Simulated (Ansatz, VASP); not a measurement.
**One calculation of SiTe3, two programs**

File INCAR:

```
  PREC = Accurate
  ENCUT = 520
  EDIFF = 1E-6
  ISMEAR = 0
  SIGMA = 0.1
  LREAL = F
  LASPH = T
  NELM = 100
  ALGO = Normal
  ISIF = 2
  LWAVE = F
  LCHARG = F
  GGA = PE
  NBANDS = 19
```

KPOINTS

```
regular mesh
0
Gamma
  4 4 4
```

File POSCAR:

```
SiTe3
1.0
   -3.2176667500      3.2176667500      3.2176667500
    3.2176667500     -3.2176667500      3.2176667500
    3.2176667500      3.2176667500     -3.2176667500
Si Te
1 3
Direct
    0.0000000000      0.0000000000      0.0000000000
    0.0000000000      0.5000000000      0.5000000000
    0.5000000000      0.0000000000      0.5000000000
    0.5000000000      0.5000000000      0.0000000000
```

Input for Ansatz:

```yaml
crystal:
  lattice:
    - [-3.21766675, 3.21766675, 3.21766675]
    - [3.21766675, -3.21766675, 3.21766675]
    - [3.21766675, 3.21766675, -3.21766675]
  atoms:
    - { symbol: Si, position: [0.0, 0.0, 0.0] }
    - { symbol: Te, position: [0.0, 0.5, 0.5] }
    - { symbol: Te, position: [0.5, 0.0, 0.5] }
    - { symbol: Te, position: [0.5, 0.5, 0.0] }
basis:
  ecutwfc: 420
kpoints:
  mp_grid: { grid: [4, 4, 4] }
hamiltonian:
  xc: pbe
scf:
  occupations: { method: gaussian, width: 0.1 }
  lower_state_search: "off"
output:
  forces: true
  stress: true
  eigenvalues: true
```

Alike in both runs: task single point; functional PBE; k mesh 4 × 4 × 4; occupations gaussian, width 0.1 eV; no spin polarisation.

|  | VASP | Ansatz |
| --- | --- | --- |
| version | VASP 6.6.1 | Ansatz 0.2.0 |
| potentials or method | VASP PAW PBE potentials, release 64 (Si, Te) | scalar-relativistic, plane waves, PAW |
| plane-wave cutoff (eV) | 520 | 420 |
| valence electrons in the cell | 22 | 52 |

```tsv
	VASP	Ansatz	Ansatz less VASP
gap on the k mesh at the Fermi level (eV)	none	none	-
pressure (GPa)	-4.6	-4.6	+0.03
```

A gap of «none» marks a metal or a gap that the smearing closes. With one functional, cell and mesh, what is left measures potentials, basis and numerics. The two sets of potentials don't hold the same shells in valence.

The runs have no spin-orbit coupling, so splittings on Te are missing.
